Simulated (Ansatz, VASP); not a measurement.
**GaB3 in VASP and in Ansatz**

```xyz
4
Lattice="0.0000 2.6510 2.6510 2.6510 0.0000 2.6510 2.6510 2.6510 0.0000" Properties=species:S:1:pos:R:3 pbc="T T T"
Ga    0.0000    0.0000    0.0000
B     2.6510    2.6510    2.6510
B     1.3255    1.3255    1.3255
B     3.9765    3.9765    3.9765
```

Change from the starting cell: species swapped into the ScCu3 type (Fm-3m, No. 225).

Alike in both runs: functional PBE; k mesh 6 × 6 × 6; occupations gaussian, width 0.1 eV; no spin polarisation.

Ansatz relaxed the structure, and its values are those at the end. VASP's run is a single point on that final structure, the one shown.

|  | VASP | Ansatz |
| --- | --- | --- |
| version | VASP 6.6.1 | Ansatz 0.2.0 |
| potentials or method | VASP PAW PBE potentials, release 64 (Ga_d, B) | scalar-relativistic, plane waves, PAW |
| plane-wave cutoff (eV) | 520 | 420 |
| valence electrons in the cell | 22 | 22 |

Ansatz gave:

| Quantity | Value |
| --- | --- |
| gap on the k mesh at the Fermi level (eV) | none |
| pressure (GPa) | -0.1 |

Task: Which values does VASP return?

Result: gap on the k mesh at the Fermi level (eV): none; pressure (GPa): 0.0.

A gap of «none» marks a metal or a gap that the smearing closes. The functional is the same, so the differences come from potentials, cutoffs and numerics.
